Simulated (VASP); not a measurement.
All values below come from PBE GGA, VASP's PBE PAW potentials (set 64) (plane waves; VASP).

A VASP calculation is set up with these files.

### KPOINTS
```
Automatic mesh
0
Gamma
7 7 7
0 0 0
```

**INCAR**
```
ALGO = Normal
EDIFF = 1E-6
ENCUT = 520
GGA = PE
ISIF = 2
ISMEAR = 0
LASPH = .TRUE.
LCHARG = .FALSE.
LMAXMIX = 4
LREAL = .FALSE.
LWAVE = .FALSE.
NELM = 100
PREC = Accurate
SIGMA = 0.05
SYSTEM = ZrO2
```

POSCAR:
```
ZrO2
1
    0.0000000000     2.5450000000     2.5450000000
    2.5450000000     0.0000000000     2.5450000000
    2.5450000000     2.5450000000     0.0000000000
Zr O
1 2
Direct
  0.0000000000   0.0000000000   0.0000000000
  0.2500000000   0.2500000000   0.2500000000
  0.7500000000   0.7500000000   0.7500000000
```

POTCAR, in this order: Zr_sv O (PBE.64 set). Program: vasp_std.

Problem. What will the output report for the number of irreducible k-points (NKPTS), number of bands (NBANDS), largest plane-wave count, number of space-group operations, FFT grid (NGX, NGY, NGZ)?

Solution. 
```
Property                                      Result
--------------------------------------  ------------
number of irreducible k-points (NKPTS)            20
number of bands (NBANDS)                          16
largest plane-wave count                         905
number of space-group operations                  48
FFT grid (NGX, NGY, NGZ)                28 × 28 × 28
```

The compound is ZrO2 in the fluorite structure, the high-temperature cubic form, which is unstable at 0 K; the monoclinic form is the stable one. The cell was not relaxed at this level.
